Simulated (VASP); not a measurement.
```
CELL_PARAMETERS angstrom
      3.38476     0.00000     0.00000
     -1.69238     2.93129     0.00000
      0.00000     0.00000     5.61789
ATOMIC_POSITIONS crystal
  Zn 0.00000 0.00000 0.99752
  Cd 0.66667 0.33333 0.48885
  O  0.66667 0.33333 0.09754
  O  0.00000 0.00000 0.65209
```

Calculation: PBEsol GGA, VASP's PBE PAW potentials (set 64) (plane waves; VASP). Settings: 520 eV cut-off, Gaussian smearing of 0.050 eV, potentials Zn Cd O.

**Question.** What does the run give for the band gap (along the path) with the smallest direct gap where there is one?

**Answer.** 
The band gap (along the path) is none (metal, semimetal or under 0.01 eV).

The absolute energy has meaning only against runs of the same code, potentials and settings.

The structure comes from a computed database's ZnCdO2 entry (P3m1); how it stands against other phases isn't given here. It was relaxed first, which changed the volume by -5 %.
